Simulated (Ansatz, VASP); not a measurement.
# Cross-check of SrTiO3 (Tausonite) between VASP and Ansatz, part 2 of 2

Aim: how closely do two programs agree when they are given the same cell, functional and k mesh?

VASP 6.6.1 and Ansatz 0.2.0.

So far: The structure; VASP: relaxation of cell and atoms, PBEsol.

## (3) Ansatz: relaxation of cell and atoms, PBEsol

Level of this step: Ansatz beside VASP: Kohn-Sham DFT, plane waves, PBEsol (Ansatz).

Ansatz runs on its default PAW (the set named soft_2) files.

The same cell, functional, mesh and smearing now go to Ansatz, which takes its cutoff from its data sets.

Contents of input.yaml:

```yaml
crystal:
  lattice:
    - [3.90528, 0.0, 0.0]
    - [0.0, 3.90528, 0.0]
    - [0.0, 0.0, 3.90528]
  atoms:
    - { symbol: Sr, position: [0.5, 0.5, 0.5] }
    - { symbol: Ti, position: [0.0, 0.0, 0.0] }
    - { symbol: O, position: [0.5, 0.0, 0.0] }
    - { symbol: O, position: [0.0, 0.5, 0.0] }
    - { symbol: O, position: [0.0, 0.0, 0.5] }
hamiltonian:
  xc: pbesol
  pseudopotentials: { kind: paw }
kpoints:
  mp_grid: { grid: [6, 6, 6] }
scf:
  occupations: { method: fermi_dirac, width: 0.05 }
relax:
  f_tol: 0.01
  max_steps: 60
  cell: { stress_tol: 0.05 }
output:
  forces: true
  stress: true
  write_density: true
  write_potential: true
  elf: true
  volumetric_format: npy
```

The run is started by

```bash
$ ansatz run input.yaml --threads 4 --pin off --max-ram 9216MiB --backend cpu --events-out ev --progress --plain --runs-dir out
```

Numbers of over 12 decimals in the logs are rounded to 6 here.

The program printed:

```text
Engine: ansatz 0.2.0, aarch64-unknown-linux-gnu
Pseudopotentials: kind: paw
Pseudopotential: Sr, paw, valence charge 10, recommended cutoff 420 eV (normal), Sr.paw.azcp
Pseudopotential: Ti, paw, valence charge 12, recommended cutoff 420 eV (normal), Ti.paw.azcp
Pseudopotential: O, paw, valence charge 6, recommended cutoff 420 eV (normal), O.paw.azcp
Functional definition: PBEsol
  exchange = pbesol_x
  correlation = pbesol_c
Crystal: 5 atoms, lattice volume = 59.560 Å³
Basis set: ecut = 420 eV, 1189 PW (Γ), exchange–correlation on 54×54×54 points (8 copies of the dense FFT grid, shifted against one another)
Bands: 25, of which v1, the nominal top of the filled ones, is band 20 counted from 1 (19 counted from 0)
Symmetry: 48 space group operations
Space group: Pm-3m (ITA 221), of the structure as read, at distance tolerance 3.9e-5 Å
k-points: 20 of 216
Non-local potential: Sr, projectors of the file, l = 0: 3, l = 1: 2, l = 2: 2
Non-local potential: Ti, projectors of the file, l = 0: 3, l = 1: 2, l = 2: 3, l = 3: 1
Non-local potential: O, projectors of the file, l = 0: 2, l = 1: 2, l = 2: 1
PAW form: soft (Blöchl's): semilocal exchange-correlation on the pseudo side does not see the compensation charge
PAW frozen core: Sr, regenerated for the run's functional, and the local potential with it (the file was generated under x = pbe(κ = 0.804, μ = 0.219515), c = pbe(β = 0.066725))
PAW frozen core: Ti, regenerated for the run's functional, and the local potential with it (the file was generated under x = pbe(κ = 0.804, μ = 0.219515), c = pbe(β = 0.066725))
PAW frozen core: O, regenerated for the run's functional, and the local potential with it (the file was generated under x = pbe(κ = 0.804, μ = 0.219515), c = pbe(β = 0.066725))
PAW one-centre angular grid: Sr, 110 points (default); XC on 64 Gauss nodes
PAW one-centre angular grid: Ti, 590 points (default); XC on 64 Gauss nodes
PAW one-centre angular grid: O, 110 points (default); XC on 64 Gauss nodes
Initial density: superposition of atomic densities (neutral atoms: chi_scale 0, normalization atom), corrected by the library's trained network
Initial wavefunctions: pseudopotential atomic-orbital guess
Functional: x = pbesol(κ = 0.804, μ = 0.123457), c = pbesol(β = 0.046)
SCF iter   1: F=—  HF=-7657.269128 eV  |F-HF|=—  |Δ(HF+E_count)|=         —  Δρ=1.69e-2  dr2=1.44e-1  ethr=1.77e-3  ⟨swp⟩=7.0  Hψ=2581  notcnv=0
preconditioner: auto → Resta (q_TF=auto, 2.553 Å⁻¹)  ε∞=5.7  [insulator: Δε(μ)=1.632 eV  Ē_g=12.179 eV  σ=0.050 eV  W_gap=1.00  n_scr=18 (ndim 8)  ℏωp=26.4 eV  f_vac=0.000  D(μ)=0.00/eV (n_scr^D=0)  ε∞_Penn≈5.7]
SCF iter   2: F=—  HF=-7657.240295 eV  |F-HF|=—  |Δ(HF+E_count)|=   2.88e-2  Δρ=4.28e-3  dr2=1.24e-2  ethr=3.61e-4  ⟨swp⟩=2.0  Hψ=884  notcnv=0  defer=14
SCF iter   3: F=—  HF=-7657.238380 eV  |F-HF|=—  |Δ(HF+E_count)|=   1.91e-3  Δρ=1.39e-3  dr2=1.26e-3  ethr=3.11e-5  ⟨swp⟩=2.2  Hψ=640  notcnv=0  defer=15
SCF iter   4: F=—  HF=-7657.238211 eV  |F-HF|=—  |Δ(HF+E_count)|=   1.69e-4  Δρ=1.27e-4  dr2=4.73e-6  ethr=3.15e-6  ⟨swp⟩=1.9  Hψ=539  notcnv=0  defer=15
SCF iter   5: F=—  HF=-7657.238460 eV  |F-HF|=—  |Δ(HF+E_count)|=   2.48e-4  Δρ=3.25e-5  dr2=3.65e-7  ethr=1.18e-8  ⟨swp⟩=2.2  Hψ=875  notcnv=0  defer=15
SCF iter   6: F=-7657.238460 eV  HF=-7657.238460 eV  |F-HF|=2.05e-8  |Δ(HF+E_count)|=   3.92e-7  Δρ=6.44e-6  dr2=3.21e-8  ethr=2.50e-10  ⟨swp⟩=9.5  Hψ=3436  notcnv=0
SCF 1 converged in 6 iterations: F = -7657.238460 eV  dr2 = 3.21e-8
  greatest PAW one-centre occupation: 0.999 electrons in one spin orbital (limit 2), on the Ti atom at site 1 (counted from 0), in its partial waves of l = 0
relax step   1: F+E_penalty+E_count = -7657.23846018 eV  Δ(F+E_penalty+E_count) = +0.000e0 eV  max|allowed force component| = 5.903e-30 eV/Å  Δτ_max = 0.0000 Å  P = -1.980 GPa  Ω = 59.560 Å³  (6 SCF iters, dr2 threshold 1.00e-7 eV, accepted)
[...]
relax step   2: F+E_penalty+E_count = -7657.24460568 eV  Δ(F+E_penalty+E_count) = -6.145e-3 eV  max|allowed force component| = 3.300e-30 eV/Å  Δτ_max = 0.0000 Å  P = -0.140 GPa  Ω = 58.979 Å³  energy of the carried Pulay correction = +2.273e-3 eV  (6 SCF iters, dr2 threshold 5.00e-7 eV, accepted)
[...]
relax step   3: F+E_penalty+E_count = -7657.24479592 eV  Δ(F+E_penalty+E_count) = -1.902e-4 eV  max|allowed force component| = 2.419e-30 eV/Å  Δτ_max = 0.0000 Å  P = +0.002 GPa  Ω = 58.935 Å³  energy of the carried Pulay correction = +2.445e-3 eV  (6 SCF iters, accepted)
[...]
relax step   4: F+E_penalty+E_count = -7657.24217697 eV  Δ(F+E_penalty+E_count) = +2.619e-3 eV  max|allowed force component| = 5.483e-30 eV/Å  Δτ_max = 0.0000 Å  P = -0.065 GPa  Ω = 58.935 Å³  stress off target by 6.51e-2 GPa  SCF on the basis re-selected at this cell (its energy is not comparable with the rows above)  (9 SCF iters)
[...]
relax step   5: F+E_penalty+E_count = -7657.24226109 eV  Δ(F+E_penalty+E_count) = -8.413e-5 eV  max|allowed force component| = 1.660e-30 eV/Å  Δτ_max = 0.0000 Å  P = -0.001 GPa  Ω = 58.915 Å³  energy of the carried Pulay correction = +8.002e-5 eV  (6 SCF iters, accepted)
[...]
relax step   6: F+E_penalty+E_count = -7657.24226109 eV  Δ(F+E_penalty+E_count) = +1.182e-11 eV  max|allowed force component| = 7.126e-30 eV/Å  Δτ_max = 0.0000 Å  P = -0.002 GPa  Ω = 58.915 Å³  stress off target by 1.87e-3 GPa  SCF on the basis re-selected at this cell (its energy is not comparable with the rows above)  (9 SCF iters)
basis re-selected at this cell: Δ(F+E_penalty+E_count) = +1.182e-11 eV, ΔP = -0.001 GPa vs the last step (what re-selecting the basis moved, of the pressure what is left beyond the Pulay correction that the steps carried, after the strain that the cell walked since its last selection, with what the two solves' SCF thresholds leave and, on support functions, any second-order correction that the steps lacked; it is no  [...]
SCF converged after 9 iterations
Free energy (F): -7657.242261 eV
Harris-Foulkes:  -7657.242261 eV  (|F-HF|=1.55e-11)
Internal energy: -7657.242261 eV  (E = F + TS)
E sigma→0 (E₀):  -7657.242261 eV
Fermi energy:    10.939434 eV
--- Per-component energies (eV) ---
  E_band       = -202.094791
  E_kinetic    = 1046.211835
  E_local      = -2367.043436  (includes V_loc(G=0)·N_el)
  E_nonlocal   = 351.493523
  E_hartree    = 825.556365
  E_xc         = -491.039560
  E_vxc        = -569.042467  (∫ρ·V_xc dr)
  E_paw        = -4121.204945  (= ΣΔE_a)
  E_vpaw       = -314.834544  (= ΣTr[D̂ρ^β])
  E_aug_tail   = 0.007591  (compensation charges beyond the density's cutoff)
  E_ewald      = -2901.603230
  E_core_change = 0.379595  (= ΣΔE_core)
  E_smearing   = -0.000000  (= −TS)
  E_closure    = -0.000000  (closes the sum)
  Σ components = -7657.242261   (vs F -7657.242261, Δ=0.00e0)
--- Forces (eV/Å), atoms counted from 1 ---
  atom   1  Sr     0.00000000     0.00000000     0.00000000
  atom   2  Ti     0.00000000    -0.00000000     0.00000000
  atom   3  O     -0.00000000    -0.00000000    -0.00000000
  atom   4  O     -0.00000000    -0.00000000    -0.00000000
  atom   5  O      0.00000000    -0.00000000    -0.00000000
  max |Σ_I F_I| component: 1.17e-29 eV/Å
--- Stress (GPa, compression-positive) ---
       -0.001872      -0.000000      -0.000000
       -0.000000      -0.001872       0.000000
       -0.000000       0.000000      -0.001872
  P = ⅓ Tr σ = -0.0019 GPa (-0.019 kbar)
--- Band table (eV; the first three rows and the last of 20) ---
  k-point 0: bands = [... 16 lower, 8.7958, 9.6626, 9.6626, 9.6626, 11.8549, 11.8549, 11.8549, 14.4578, ... 1 higher]
  k-point 1: bands = [... 16 lower, 8.5560, 8.8855, 9.5089, 9.5089, 11.8978, 12.4537, 12.4537, 14.4665, ... 1 higher]
  k-point 2: bands = [... 16 lower, 7.8615, 8.1378, 9.3396, 9.3396, 11.9868, 13.4237, 13.4237, 14.4750, ... 1 higher]
  k-point 19: bands = [... 16 lower, 6.2070, 10.0041, 10.0041, 10.0041, 14.5678, 14.5678, 14.5678, 16.9415, ... 1 higher]
--- Relaxed structure (4 steps of the walk, 4 accepted, 2 SCFs on fresh bases) ---
  F+E_penalty+E_count = -7657.24226109 eV   max|allowed force component| = 7.126e-30 eV/Å   (the final SCF, on the basis selected at the relaxed cell)
  cell:  # Å, volume = 58.9155 Å³
    - [3.891137, 0, 0.0]
    - [0, 3.891137, 0]
    - [0, 0, 3.891137]
  atoms:
    - { symbol: Sr, position: [0.5, 0.5, 0.5] }
    - { symbol: Ti, position: [0, 0, 0] }
    - { symbol: O, position: [0.5, 0, 0] }
    - { symbol: O, position: [0, 0.5, 0] }
    - { symbol: O, position: [0, 0, 0.5] }
```

Wall time 3.9 s (4 threads of Arm Neoverse V1, shared host); peak memory 0.37 GiB.

## (4) Side by side

Known differences besides the potentials themselves: both relaxations stop at a tolerance, which leaves soft axes loose, and VASP keeps its plane-wave basis; the cutoff is 420 eV in Ansatz and 560 eV in VASP; Ansatz makes its cores anew for this functional, VASP keeps those of its PBE data sets; Ansatz adds a Pulay correction to the stress that steers its cell, VASP none. Total energies have different zeros and are not compared.

Both answers:

```
                                         quantity  Ansatz   VASP  difference
                                      volume (Å³)   58.92  59.12     -0.34 %
edge a after relaxation, in the typed setting (Å)   3.891  3.896     -0.12 %
```

The walks stopped with 0.00 GPa left in Ansatz and 0.00 GPa in VASP; each walk ends within a tolerance, so the volume difference is uncertain by about these residues over the bulk modulus, most in soft cells.

## (5) VASP: relaxation of cell and atoms, r2SCAN with rVV10

The relaxed volume is the usual yardstick between codes: its relative difference is about their pressure difference at one cell divided by the bulk modulus.

Contents of INCAR:

```
SYSTEM = SrTiO3
PREC = Accurate
ENCUT = 560
EDIFF = 1E-06
NELM = 100
ISMEAR = -1
SIGMA = 0.05
LREAL = .FALSE.
ALGO = Normal
METAGGA = R2SCAN
LUSE_VDW = .TRUE.
IVDW_NL = 2
BPARAM = 11.95
CPARAM = 0.0093
LASPH = .TRUE.
NBANDS = 26
LORBIT = 11
LWAVE = .FALSE.
LCHARG = .FALSE.
KPAR = 4
IBRION = 2
NSW = 60
ISIF = 3
EDIFFG = -0.01
```

Contents of POSCAR:

```
SrTiO3
1.0
    3.9052800000      0.0000000000      0.0000000000
    0.0000000000      3.9052800000      0.0000000000
    0.0000000000      0.0000000000      3.9052800000
Sr Ti O
1 1 3
Direct
    0.5000000000      0.5000000000      0.5000000000
    0.0000000000      0.0000000000      0.0000000000
    0.5000000000      0.0000000000      0.0000000000
    0.0000000000      0.5000000000      0.0000000000
    0.0000000000      0.0000000000      0.5000000000
```

Contents of KPOINTS:

```
Automatic mesh
0
Gamma
6 6 6
0 0 0
```

The projector-augmented-wave data sets are Sr_sv, Ti_sv and O (PBE family, release 64).

The run is started by

```bash
$ mpirun -np 4 vasp_std
```

The program printed:

```text
[banner, memory and clock lines left out]
running    4 mpi-ranks, on    1 nodes
[...]
|                                                                             |
|               ----> ADVICE to this user running VASP <----                  |
|                                                                             |
|     You have switched on vdW-DFT.                                           |
|     This routine was written and supplied by Jiri Klimes. We recommend      |
|     that you carefully read and cite the following publications:            |
|       J. Klimes, D.R. Bowler, A. Michelides                                 |
|          J. Phys.: Cond Matt. 22 022201 (2010)                              |
|       J. Klimes, D.R. Bowler, A. Michelides                                 |
|          Phys. Rev. B. 83, 195131 (2011)                                    |
|     and references therein.                                                 |
|                                                                             |

[...]
DAV:   3    -0.623760362732E+02    0.32968E-04   -0.17455E-04  1330   0.961E-02    0.118E-02
Total rVV10 correction in eV:      0.9536700    40.0645817
Total rVV10 correction in eV:      0.9536700    40.0645817
Total rVV10 correction in eV:      0.9536700    40.0645817
Total rVV10 correction in eV:      0.9536700    40.0645817
DAV:   4    -0.623760359485E+02    0.32474E-06   -0.22568E-05  1618   0.307E-02    0.797E-03
Total rVV10 correction in eV:      0.9536839    40.0645817
Total rVV10 correction in eV:      0.9536839    40.0645817
Total rVV10 correction in eV:      0.9536839    40.0645817
Total rVV10 correction in eV:      0.9536839    40.0645817
DAV:   5    -0.623760359452E+02    0.33101E-08   -0.24709E-06   996   0.103E-02
Total rVV10 correction in eV:      0.9536665    40.0645817
Total rVV10 correction in eV:      0.9536665    40.0645817
Total rVV10 correction in eV:      0.9536665    40.0645817
Total rVV10 correction in eV:      0.9536665    40.0645817
Total rVV10 correction in eV:      0.9536796    40.0645817
Total rVV10 correction in eV:      0.9536796    40.0645817
Total rVV10 correction in eV:      0.9536796    40.0645817
Total rVV10 correction in eV:      0.9536796    40.0645817
   3 F= -.62376036E+02 E0= -.62376036E+02  d E =-.579562E-04
[...]
reached required accuracy - stopping structural energy minimisation
```

From OUTCAR (step 5):

```text
  Total        0.0120669      0.0120669      0.0120669      0.0000000      0.0000000      0.0000000
  in kB        0.3250297      0.3250297      0.3250297      0.0000000      0.0000000      0.0000000
  external PRESSURE =       0.3250297 kB  Pullay stress =       0.0000000 kB

 POSITION                                       TOTAL-FORCE (eV/Angst)
 -----------------------------------------------------------------------------------
      1.95178      1.95178      1.95178        -0.000000     -0.000000      0.000000
      0.00000      0.00000      0.00000         0.000000      0.000000      0.000000
      1.95178     -0.00000     -0.00000        -0.000000     -0.000000      0.000000
      0.00000      1.95178     -0.00000        -0.000000     -0.000000      0.000000
      0.00000      0.00000      1.95178        -0.000000     -0.000000      0.000000
 -----------------------------------------------------------------------------------
    total drift:                                0.000000     -0.000000      0.000000

  FREE ENERGIE OF THE ION-ELECTRON SYSTEM (eV)
  ---------------------------------------------------
  free  energy   TOTEN  =       -62.3760359452 eV

  energy  without entropy=      -62.3760359451  energy(sigma->0) =      -62.37603595

[... 2 parts as in an earlier step ...]

[... 2 further parts left out ...]
[key lines of the parts left out:]
E-fermi :   4.9644
```

## (6) Ansatz: relaxation of cell and atoms, r2SCAN with rVV10

The same cell, functional, mesh and smearing now go to Ansatz, which takes its cutoff from its data sets.

Edit input.yaml of step 3 so:

```diff
@@ -12,4 +12,5 @@
 hamiltonian:
-  xc: pbesol
+  xc: r2scan
   pseudopotentials: { kind: paw }
+  dispersion: rvv10
 kpoints:
@@ -25,5 +26 @@
   stress: true
-  write_density: true
-  write_potential: true
-  elf: true
-  volumetric_format: npy
```

The run is started by

```bash
$ ansatz run input.yaml --threads 4 --pin off --max-ram 9216MiB --backend cpu --events-out ev --progress --plain --runs-dir out
```

The program printed:

```text
[...]
Crystal: 5 atoms, lattice volume = 59.560 Å³
Basis set: ecut = 500 eV, 1503 PW (Γ), exchange–correlation on 128×128×128 points (64 copies of the dense FFT grid, shifted against one another)
Bands: 25, of which v1, the nominal top of the filled ones, is band 20 counted from 1 (19 counted from 0)
Symmetry: 48 space group operations
[...]
k-points: 20 of 216
[...]
P = ⅓ Tr σ = 0.0024 GPa (0.024 kbar)
--- Relaxed structure (3 steps of the walk, 3 accepted, 1 SCFs on fresh bases) ---
[...]
cell:  # Å, volume = 59.1808 Å³
    - [3.896970, 0, 0]
    - [0, 3.896970, 0]
    - [0, 0, 3.896970]
  atoms:
    - { symbol: Sr, position: [0.500000, 0.500000, 0.500000] }
    - { symbol: Ti, position: [0, 0, 0] }
    - { symbol: O, position: [0.500000, 0, 0] }
    - { symbol: O, position: [0, 0.500000, 0] }
    - { symbol: O, position: [0, 0, 0.500000] }
[key lines of the parts left out:]
SCF converged after 5 iterations
Free energy (F): -7771.822390 eV
Fermi energy:    10.879908 eV
```

It took 6.5 s on 4 threads; peak memory 0.53 GiB; 24 s of CPU time.

## (7) Side by side

What differs besides the data sets and the points named for the pairs above, as far as they apply: VASP keeps PBE cores, Ansatz makes them for the functional; the cutoff is 500 eV in Ansatz and 560 eV in VASP. Total energies have different zeros and are not compared.

Compared:

```csv
quantity,Ansatz,VASP,difference
volume (Å³),59.18,59.48,-0.51 %
"edge a after relaxation, in the typed setting (Å)",3.897,3.904,-0.17 %
```

The walks stopped with 0.00 GPa left in Ansatz and 0.03 GPa in VASP; each walk ends within a tolerance, so the volume difference is uncertain by about these residues over the bulk modulus, most in soft cells.

## (8) Results

| Quantity | Value |
| --- | --- |
| difference in volume (relaxation of cell and atoms, PBEsol) | -0.34 % |
| difference in volume (relaxation of cell and atoms, r2SCAN with rVV10) | -0.51 % |

What this shows: The difference in volume is -0.51 % (relaxation of cell and atoms, r2SCAN with rVV10), within the 1.2 % picked in this series as the mark of a large difference, as far as the stopping tolerances let one tell. Such differences can come from data sets, numerical settings and the points named under the comparisons, not from the functional's error against experiment.

[Lines on the potential files, build, host, timing and source positions are cut from VASP's logs without a mark.]

[Logs are printed without paths, hosts, clocks, repeated set-up lines and the standing remarks that a program may print on its own settings, such as how far it seeks lower states.]

[Hosts, paths, dates, database ids (printed as entryN), source tags and the programs' standing remarks are cut or masked in the printed files.]
